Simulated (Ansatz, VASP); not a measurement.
AlGa3P4: VASP beside Ansatz

```
CELL_PARAMETERS angstrom
5.49826 0.00000 0.00000
0.00000 5.49826 0.00000
0.00000 0.00000 5.49826
ATOMIC_POSITIONS crystal
Al 0.00000 0.00000 0.00000
Ga 0.50000 0.00000 0.50000
Ga 0.50000 0.50000 0.00000
Ga 0.00000 0.50000 0.50000
P 0.75047 0.24953 0.24953
P 0.75047 0.75047 0.75047
P 0.24953 0.24953 0.75047
P 0.24953 0.75047 0.24953
```

Alike in both runs: functional PBE; k mesh 4 × 4 × 4; occupations gaussian, width 0.1 eV; no spin polarisation.

Ansatz relaxed the structure, and its values are those at the end. VASP's run is a single point on that final structure, the one shown.

|  | VASP | Ansatz |
| --- | --- | --- |
| version | VASP 6.6.1 | Ansatz 0.2.0 |
| potentials or method | VASP PAW PBE potentials, release 64 (Al, Ga_d, P) | scalar-relativistic, plane waves, PAW |
| plane-wave cutoff (eV) | 520 | 420 |
| valence electrons in the cell | 62 | 62 |

|  | VASP | Ansatz | Ansatz less VASP |
| --- | --- | --- | --- |
| gap on the k mesh at the Fermi level (eV) | 1.65 | 1.65 | +0.003 |
| least direct gap on the mesh (eV) | 1.71 | 1.72 | +0.001 |
| pressure (GPa) | 0.3 | 0.4 | +0.03 |
| rms of the force components (eV/Å) | 0.003 | 0.001 | -0.0020 |

A k mesh can miss the band edges. PBE gaps usually lie below the measured ones, often by a third to a half.
